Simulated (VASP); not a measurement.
Given:

```
CELL_PARAMETERS angstrom
      0.00000     2.59571     2.59571
      2.59571     0.00000     2.59571
      2.59571     2.59571     0.00000
ATOMIC_POSITIONS crystal
  Mg 0.00000 0.00000 0.00000
  S  0.50000 0.50000 0.50000
```

All values below come from r2SCAN meta-GGA, VASP's PBE PAW potentials (set 64) (plane waves; VASP). Settings: 480 eV cut-off, 8×8×8 Γ-centred mesh, Gaussian smearing of 0.050 eV, potentials Mg S.

Energy and stress use the plane-wave basis of the starting cell.

### Question
The ions, cell shape and volume at an external pressure of 2.0 GPa are relaxed. What does this cell relax into?

### Answer

```
CELL_PARAMETERS angstrom
      0.00000     2.57598     2.57598
      2.57598     0.00000     2.57598
      2.57598     2.57598     0.00000
ATOMIC_POSITIONS crystal
  Mg 0.00000 0.00000 0.00000
  S  0.50000 0.50000 0.50000
```
Space group Fm-3m (225), at a tolerance of 0.03 Å.

### Question
How do energy and volume change from the first to the last step?

### Answer
The energy (σ→0) changes by +2.5 meV/atom and the volume by -2.3 %, in 3 ionic steps.

| step | E(σ→0) (eV) | max force (eV/Å) | pressure (GPa) | volume (Å³) |
|---|---|---|---|---|
| 1 | -15.5103 | 0.000 | 0.06 | 34.98 |
| 2 | -15.5014 | 0.000 | 2.73 | 33.92 |
| 3 | -15.5054 | 0.000 | 2.01 | 34.19 |

The compound is MgS in the rock salt structure. This run relaxes it under an external pressure of 2 GPa. Symmetry was kept, so distortions that lower it aren't found.
